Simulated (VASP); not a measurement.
Cu:

```
CELL_PARAMETERS angstrom
0.00000 1.78486 1.78486
1.78486 0.00000 1.78486
1.78486 1.78486 0.00000
ATOMIC_POSITIONS crystal
Cu 0.00000 0.00000 0.00000
```

Program: VASP 6.6.1. Alike in all runs: task band structure; no spin polarisation; cell as given; k mesh 18 × 18 × 18; cutoff (eV) 520; smearing methfessel-paxton 0.1 eV.

**Question.** Order these runs on this cell by their pressure, lowest first.
A. level r2SCAN; potentials or basis VASP PAW PBE potentials, release 64 (Cu)
B. level PBE; potentials or basis VASP PAW PBE potentials, release 64 (Cu)
C. level LDA; potentials or basis VASP PAW LDA potentials, release 64 (Cu)

**Answer.** C (-6.4 GPa), A (1.7 GPa), B (8.7 GPa).

Caveats: the PAW data sets were made with another functional, which shifts forces and pressure a little (some runs).
